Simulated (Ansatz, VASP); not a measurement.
# NiO (rocksalt prototype): VASP beside Ansatz

One calculation is typed for both programs; each brings its own data sets. How far apart do they land? The start cell is built, not measured: As first built, before any earlier steps moved the atoms or strained the cell (in the runner's words): rocksalt prototype, lattice guessed from radii. The cell is taken from a series of runs on this material, whose earlier steps may have relaxed, scaled, displaced or heated it; both programs get it as it stands.

Method: plane waves, with VASP 6.6.1 beside it; LDA, DFT+U, in Ansatz 0.2.0.

**1. Set-up**

The structure is cubic, space group Fm-3m (No. 225). Conventional cell: a = 4.203 Å, b = 4.203 Å, c = 4.203 Å, α = 90.00°, β = 90.00°, γ = 90.00°. Ni has 6 O at 2.10 Å nearest. O has 6 Ni at 2.10 Å nearest. As first built, before any earlier steps moved the atoms or strained the cell (in the runner's words): rocksalt prototype, lattice guessed from radii. Farther neighbours and most contacts between anions are not listed.

**2. Ansatz: single point, LDA, DFT+U, pair 1**

Ansatz runs on its default PAW (the set named soft_2) files.

With cell and atoms fixed, the geometry can't cause a difference; cores, projectors, grids and the points listed under the comparison can.

input.yaml reads:

```yaml
crystal:
  lattice:
    - [0.0, 2.10134405, 2.10134405]
    - [-2.10134405, 0.0, -2.10134405]
    - [-4.2026881, -4.2026881, 4.2026881]
  atoms:
    - { symbol: Ni, position: [0.0, 0.0, 0.0], spin: 2.0 }
    - { symbol: Ni, position: [0.333333333, 0.666666667, 0.666666667], spin: 2.0 }
    - { symbol: Ni, position: [0.666666667, 0.333333333, 0.333333333], spin: -2.0 }
    - { symbol: O, position: [0.666666667, 0.333333333, 0.833333333] }
    - { symbol: O, position: [0.0, 0.0, 0.5] }
    - { symbol: O, position: [0.333333333, 0.666666667, 0.166666667] }
magnetization:
  spin_polarized: true
kpoints:
  mp_grid: { grid: [11, 11, 4] }
hamiltonian:
  xc: lda
  hubbard:
    sites:
      - { species: Ni, l: d, u_eff: 7.2 }
      - { site: 0, l: d, u_eff: 7.2, starting_ns: [{ spin: up, occupation_matrix: ni1_major }, { spin: down, occupation_matrix: ni1_minor }] }
      - { site: 1, l: d, u_eff: 7.2, starting_ns: [{ spin: up, occupation_matrix: ni1_major }, { spin: down, occupation_matrix: ni1_minor }] }
      - { site: 2, l: d, u_eff: 7.2, starting_ns: [{ spin: up, occupation_matrix: ni1_minor }, { spin: down, occupation_matrix: ni1_major }] }
    projectors: ortho-atomic
    occupation_matrices:
      ni1_major:
        matrix:
          - [0.998, 0.0, 0.0, 0.0, 0.0]
          - [0.0, 0.999, 0.0, 0.0, 0.0]
          - [0.0, 0.0, 0.999, 0.0, 0.0]
          - [0.0, 0.0, 0.0, 0.998, 0.0]
          - [0.0, 0.0, 0.0, 0.0, 0.999]
      ni1_minor:
        matrix:
          - [0.15, 0.0, 0.0, 0.0, 0.0]
          - [0.0, 0.997, 0.0, 0.0, 0.0]
          - [0.0, 0.0, 0.997, 0.0, 0.0]
          - [0.0, 0.0, 0.0, 0.15, 0.0]
          - [0.0, 0.0, 0.0, 0.0, 0.997]
scf:
  occupations: { method: fermi_dirac, width: 0.05 }
output:
  eigenvalues: true
```

Started as:

```sh
$ ansatz run input.yaml --threads 4 --pin off --max-ram 8192MiB --backend cpu --events-out ev --progress --plain --runs-dir out
```

Numbers of over 12 decimals in the logs are rounded to 6 here.

Output:

```text
Engine: ansatz 0.2.0, aarch64-unknown-linux-gnu
Pseudopotentials: kind: paw
Pseudopotential: Ni, paw, valence charge 18, recommended cutoff 420 eV (normal), Ni.paw.azcp
Pseudopotential: O, paw, valence charge 6, recommended cutoff 420 eV (normal), O.paw.azcp
Functional definition: SPW92
  exchange = slater_x
  correlation = pw_c
Crystal: 6 atoms, lattice volume = 55.673 Å³
Basis set: ecut = 420 eV, 1057 PW (Γ)
Bands: 47, of which v1, the nominal top of the filled ones, is band 36 counted from 1 (35 counted from 0)
Symmetry: 12 space group operations
Space group: P-3m1 (ITA 164), of the structure as read, at distance tolerance 3.8e-5 Å
Magnetic group: BNS 164.85 (UNI 1315), of the structure as read, at distance tolerance 3.8e-5 Å
k-points: 58 of 484
Non-local potential: Ni, projectors of the file, l = 0: 3, l = 1: 2, l = 2: 3, l = 3: 1
Non-local potential: O, projectors of the file, l = 0: 2, l = 1: 2, l = 2: 1
PAW form: soft (Blöchl's): semilocal exchange-correlation on the pseudo side does not see the compensation charge
PAW frozen core: Ni, regenerated for the run's functional, and the local potential with it (the file was generated under x = pbe(κ = 0.804, μ = 0.219515), c = pbe(β = 0.066725))
PAW frozen core: O, regenerated for the run's functional, and the local potential with it (the file was generated under x = pbe(κ = 0.804, μ = 0.219515), c = pbe(β = 0.066725))
PAW one-centre angular grid: Ni, 590 points (default); XC on 64 Gauss nodes
PAW one-centre angular grid: O, 110 points (default); XC on 64 Gauss nodes
Initial density: superposition of atomic densities (chi_scale 0.1, normalization cell, long waves kept (reshape's long-wave potential 0.00 eV rms))
Starting moments: Σ|m| = 6 μB on 3 of 6 sites
Initial wavefunctions: pseudopotential atomic-orbital guess
Functional: x = slater, c = lda
SCF iter   1: F=—  HF=-18980.320886 eV  |F-HF|=—  |Δ(HF+E_count)|=         —  Δρ=1.67e-1 (↑1.37e-1 ↓1.67e-1)  dr2=2.95e1  dr2_m=2.54e0  M=1.948 μB ∫|m|=4.304 μB  β_m=0.30  ethr=3.10e-3  ⟨swp⟩=4.9  Hψ=18010  notcnv=0  defer=13
preconditioner: auto → Kerker (q_TF=auto, 2.848 Å⁻¹)  [metal: Δε(μ)=0.054 eV  Ē_g=14.873 eV  σ=0.050 eV  W_gap=0.26  n_scr=24 (ndim 8)  ℏωp=34.5 eV  f_vac=0.000  D(μ)=0.52/eV (n_scr^D=2)]
spin=Collinear: Kerker preconditioning applied to the charge; magnetization (m = ρ↑ − ρ↓) channel mixes plain (no charge-response kernel on spin).
SCF iter   2: F=—  HF=-18976.565154 eV  |F-HF|=—  |Δ(HF+E_count)|=    3.76e0  Δρ=6.40e-2 (↑5.04e-2 ↓6.40e-2)  dr2=9.58e-1  dr2_m=8.00e-1  M=2.000 μB ∫|m|=5.422 μB  β_m=1.00  ethr=3.10e-3  ⟨swp⟩=3.4  Hψ=12017  notcnv=0  defer=479
preconditioner: auto → Resta (q_TF=auto, 2.848 Å⁻¹)  ε∞=6.7  [insulator: Δε(μ)=2.025 eV  Ē_g=14.479 eV  σ=0.050 eV  W_gap=1.00  n_scr=24 (ndim 8)  ℏωp=34.5 eV  f_vac=0.000  D(μ)=0.00/eV (n_scr^D=0)  ε∞_Penn≈6.7]
spin=Collinear: Resta preconditioning applied to the charge; magnetization (m = ρ↑ − ρ↓) channel mixes plain (no charge-response kernel on spin).
SCF iter   3: F=—  HF=-18976.492659 eV  |F-HF|=—  |Δ(HF+E_count)|=   7.25e-2  Δρ=2.99e-2 (↑2.99e-2 ↓2.92e-2)  dr2=5.34e-1  dr2_m=2.96e-3  M=2.000 μB ∫|m|=5.453 μB  β_m=1.00  ethr=1.33e-3  ⟨swp⟩=2.1  Hψ=7024  notcnv=0  defer=653
SCF iter   4: F=—  HF=-18976.540704 eV  |F-HF|=—  |Δ(HF+E_count)|=   4.80e-2  Δρ=5.55e-3 (↑4.68e-3 ↓5.55e-3)  dr2=1.88e-2  dr2_m=4.27e-3  M=2.000 μB ∫|m|=5.496 μB  β_m=1.00  ethr=7.42e-4  ⟨swp⟩=3.0  Hψ=8433  notcnv=0  defer=653
SCF iter   5: F=—  HF=-18976.662239 eV  |F-HF|=—  |Δ(HF+E_count)|=   1.22e-1  Δρ=4.79e-3 (↑4.59e-3 ↓4.79e-3)  dr2=1.83e-2  dr2_m=1.01e-3  M=2.000 μB ∫|m|=5.524 μB  β_m=1.00  ethr=2.60e-5  ⟨swp⟩=2.2  Hψ=10149  notcnv=0  defer=696
SCF iter   6: F=—  HF=-18976.729716 eV  |F-HF|=—  |Δ(HF+E_count)|=   6.75e-2  Δρ=2.03e-3 (↑1.92e-3 ↓2.03e-3)  dr2=6.03e-3  dr2_m=7.25e-5  M=2.000 μB ∫|m|=5.531 μB  β_m=0.30  ethr=2.54e-5  ⟨swp⟩=2.0  Hψ=7035  notcnv=0  defer=696
Mixer restart at iter 6: flushing history
spin-set hold released at iteration 6 (site moments contracting): the magnetisation degrees of freedom join the quasi-Newton model from the next iteration; the mixer history was flushed
SCF iter   7: F=—  HF=-18976.761649 eV  |F-HF|=—  |Δ(HF+E_count)|=   3.19e-2  Δρ=1.12e-3 (↑9.18e-4 ↓1.12e-3)  dr2=1.67e-3  dr2_m=4.07e-5  M=2.000 μB ∫|m|=5.530 μB  β_m=0.64  ethr=8.38e-6  ⟨swp⟩=2.3  Hψ=7331  notcnv=0  defer=696
SCF iter   8: F=—  HF=-18976.794190 eV  |F-HF|=—  |Δ(HF+E_count)|=   3.25e-2  Δρ=1.43e-3 (↑1.43e-3 ↓1.33e-3)  dr2=2.64e-3  dr2_m=1.15e-4  M=2.000 μB ∫|m|=5.539 μB  β_m=0.51  ethr=2.32e-6  ⟨swp⟩=2.0  Hψ=9338  notcnv=0  defer=696
SCF iter   9: F=—  HF=-18976.793577 eV  |F-HF|=—  |Δ(HF+E_count)|=   6.13e-4  Δρ=2.37e-4 (↑2.17e-4 ↓2.37e-4)  dr2=3.54e-5  dr2_m=1.42e-5  M=2.000 μB ∫|m|=5.534 μB  β_m=0.76  ethr=2.32e-6  ⟨swp⟩=2.0  Hψ=8760  notcnv=0  defer=694
SCF iter  10: F=—  HF=-18976.793599 eV  |F-HF|=—  |Δ(HF+E_count)|=   2.14e-5  Δρ=8.64e-5 (↑8.64e-5 ↓6.41e-5)  dr2=5.78e-6  dr2_m=1.02e-6  M=2.000 μB ∫|m|=5.534 μB  β_m=0.88  ethr=4.92e-8  ⟨swp⟩=2.0  Hψ=7075  notcnv=0  defer=694
SCF iter  11: F=—  HF=-18976.793600 eV  |F-HF|=—  |Δ(HF+E_count)|=   1.39e-6  Δρ=4.26e-5 (↑4.15e-5 ↓4.26e-5)  dr2=2.52e-6  dr2_m=1.27e-8  M=2.000 μB ∫|m|=5.534 μB  β_m=0.76  ethr=8.03e-9  ⟨swp⟩=2.0  Hψ=8817  notcnv=0  defer=694
SCF iter  12: F=—  HF=-18976.793599 eV  |F-HF|=—  |Δ(HF+E_count)|=   6.80e-7  Δρ=1.99e-5 (↑1.04e-5 ↓1.99e-5)  dr2=2.77e-7  dr2_m=1.68e-8  M=2.000 μB ∫|m|=5.534 μB  β_m=0.80  ethr=3.50e-9  ⟨swp⟩=2.0  Hψ=8463  notcnv=0  defer=694
iter 13 met the thresholds in force, and the SCF goes on: an eigenvalue changes by 0.91 meV, over its tolerance of 0.50 meV (output.eigenvalues, Limitations)
SCF iter  13: F=-18976.793599 eV  HF=-18976.793599 eV  |F-HF|=8.30e-8  |Δ(HF+E_count)|=   2.95e-8  Δρ=8.21e-6 (↑6.91e-6 ↓8.21e-6)  dr2=7.52e-8  dr2_m=7.10e-10  M=2.000 μB ∫|m|=5.534 μB  β_m=0.63  ethr=1.39e-10  ⟨swp⟩=8.4  Hψ=22199  notcnv=0
SCF iter  14: F=-18976.793599 eV  HF=-18976.793599 eV  |F-HF|=3.06e-10  |Δ(HF+E_count)|=   2.08e-8  Δρ=1.73e-6 (↑1.73e-6 ↓1.53e-6)  dr2=2.96e-9  dr2_m=2.48e-10  M=2.000 μB ∫|m|=5.534 μB  ethr=1.05e-10  ⟨swp⟩=1.0  Hψ=13118  notcnv=0
SCF 1 converged in 14 iterations: F = -18976.793599 eV  dr2 = 2.96e-9
  greatest PAW one-centre occupation: 1.003 electrons in one spin orbital (limit 2), on the Ni atom at site 2 (counted from 0), in its partial waves of l = 1
SCF converged after 14 iterations
an eigenvalue changed by more than its tolerance at an iteration that met the thresholds in force, so the SCF went on 1 time: the last check found none over its tolerance
Magnetization: 2.0000 μB (37.0000 up, 35.0000 down)
Absolute magnetization: 5.5308 μB (∫|ρ↑−ρ↓|, with the PAW one-centre terms)
Spin contamination: 1.9065 ħ² per cell (⟨S²⟩ above its minimum at these occupations)
Per-site moments (μB) at R_I (Å): [(1.680349, 0.866804), (1.680349, 0.866804), (-1.647708, 0.866804), (0.195412, 0.866804), (0.00842523, 0.866804), (0.00842523, 0.866804)]
Free energy (F): -18976.793599 eV
Harris-Foulkes:  -18976.793599 eV  (|F-HF|=3.06e-10)
Internal energy: -18976.793599 eV  (E = F + TS)
E sigma→0 (E₀):  -18976.793599 eV
Fermi energy:    13.864029 eV
--- Per-component energies (eV) ---
  E_band       = -1122.214386
  E_kinetic    = 1346.693198
  E_local      = -12060.530395  (includes V_loc(G=0)·N_el)
  E_nonlocal   = 2081.821588
  E_hartree    = 4937.569106
  E_xc         = -462.802490
  E_vxc        = -597.125223  (∫ρ·V_xc dr)
  E_hubbard    = 3.211559  (on-site DFT+U / exact-exchange correction)
  E_vhub       = -83.318840  (the Hubbard potential's part of the band-sum identity)
  E_paw        = -5131.718170  (= ΣΔE_a)
  E_vpaw       = -1684.905461  (= ΣTr[D̂ρ^β])
  E_aug_tail   = 0.008770  (compensation charges beyond the density's cutoff)
  E_ewald      = -9692.639892
  E_core_change = 1.593126  (= ΣΔE_core)
  E_smearing   = -0.000000  (= −TS)
  E_closure    = -0.000000  (closes the sum)
  Σ components = -18976.793599   (vs F -18976.793599, Δ=0.00e0)
--- Specified on-site occupations, and those of the state reported ---
  electrons in the specified blocks: 24.8520 specified, 24.9283 found
  site 2 (l=d) ↑: largest change of an orbital's occupation 0.0238; electrons 3.2910 specified, 3.3381 found; spectral distance 0.0337
  site 1 (l=d) ↓: largest change of an orbital's occupation 0.0112; electrons 3.2910 specified, 3.3133 found; spectral distance 0.0159
  site 0 (l=d) ↓: largest change of an orbital's occupation 0.0112; electrons 3.2910 specified, 3.3133 found; spectral distance 0.0159
  site 2 (l=d) ↓: largest change of an orbital's occupation 0.0030; electrons 4.9930 specified, 4.9858 found; spectral distance 0.0043
  site 0 (l=d) ↑: largest change of an orbital's occupation 0.0016; electrons 4.9930 specified, 4.9889 found; spectral distance 0.0023
  site 1 (l=d) ↑: largest change of an orbital's occupation 0.0016; electrons 4.9930 specified, 4.9889 found; spectral distance 0.0023
--- Band table (eV; the first three rows and the last of 116) ---
  k-point 0 ↑: bands = [... 32 lower, 11.2752, 11.2752, 11.2798, 12.5894, 12.5894, 15.1900, 16.0295, 16.0295, ... 7 higher]
  k-point 1 ↑: bands = [... 32 lower, 10.8649, 11.5504, 11.5504, 12.4848, 12.4848, 15.7270, 16.0418, 16.0418, ... 7 higher]
  k-point 2 ↑: bands = [... 32 lower, 10.7746, 11.7888, 11.7888, 12.3322, 12.3322, 16.0537, 16.0537, 16.7808, ... 7 higher]
  k-point 57 ↓: bands = [... 32 lower, 10.2373, 11.1171, 11.2331, 15.7354, 15.8942, 16.0668, 16.3436, 21.8250, ... 7 higher]
Occupation matrices written to <dir>
```

[end of part 1 of 3]

[Lines on the potential files, build, host, timing and source positions are cut from VASP's logs without a mark.]

[Logs are printed without paths, hosts, clocks, repeated set-up lines and the standing remarks that a program may print on its own settings, such as how far it seeks lower states.]

[Hosts, paths, dates, database ids (printed as entryN), source tags and the programs' standing remarks are cut or masked in the printed files.]
